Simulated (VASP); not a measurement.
A VASP calculation is set up with these files.

### KPOINTS
```
Automatic mesh
0
Gamma
7 7 7
0 0 0
```

File POSCAR:
```
GaAs
1
    0.0000000000     2.8972280000     2.8972280000
    2.8972280000     0.0000000000     2.8972280000
    2.8972280000     2.8972280000     0.0000000000
Ga As
1 1
Direct
  0.0000000000   0.0000000000   0.0000000000
  0.2500000000   0.2500000000   0.2500000000
```

### INCAR
```
# general
SYSTEM =GaAs
PREC   =Accurate
ENCUT  =300
LREAL  =.FALSE.
LASPH  =.TRUE.

# electronic loop
EDIFF  =1E-6
NELM   =100
ALGO   =Normal
LMAXMIX=4

# smearing
ISMEAR =-1
SIGMA  =0.1

# functional
GGA    =RE

# ions
IBRION =2
NSW    =50
ISIF   =3
EDIFFG =-0.01

# output
LWAVE  =.FALSE.
LCHARG =.FALSE.
```

POTCAR, in this order: Ga_d As (PBE.64 set). Program: vasp_std.

Problem. Write an equivalent input for Quantum ESPRESSO's pw.x.

Solution. One equivalent input (not run):
```
&CONTROL
  calculation = 'vc-relax'
  pseudo_dir = './pseudo'
  outdir = './out'
  tprnfor = .true.
  tstress = .true.
  nstep = 50
  forc_conv_thr = 0.00039
/
&SYSTEM
  ibrav = 0
  nat = 2
  ntyp = 2
  ecutwfc = 84
  occupations = 'smearing'
  smearing = 'fermi-dirac'
  degauss = 0.00735
  input_dft = 'revpbe'
/
&ELECTRONS
  conv_thr = 7.3e-08
  electron_maxstep = 100
/
&IONS
/
&CELL
/
ATOMIC_SPECIES
  Ga 69.723 Ga.upf
  As 74.922 As.upf
CELL_PARAMETERS angstrom
     0.0000000    2.8972280    2.8972280
     2.8972280    0.0000000    2.8972280
     2.8972280    2.8972280    0.0000000
ATOMIC_POSITIONS crystal
  Ga   0.0000000  0.0000000  0.0000000
  As   0.2500000  0.2500000  0.2500000
K_POINTS automatic
  7 7 7 0 0 0
```
Limits of the translation: the potentials are each code's own (VASP's PAW set, PseudoDojo norm-conserving files in pw.x), so ENCUT and ecutwfc are chosen apart and not converted; conv_thr bounds pw.x's estimated SCF error, while EDIFF bounds the energy change between steps; forc_conv_thr acts on force components and is met together with etot_conv_thr.

The structure comes from a computed database's GaAs entry; how it stands against other phases isn't given here. This run relaxes it. Symmetry was kept, so distortions that lower it aren't found. The run is one of a series of settings (EDIFFG = -0.01, IBRION = 2, ISIF = 3, NSW = 50 against the base run), some of them coarse on purpose.
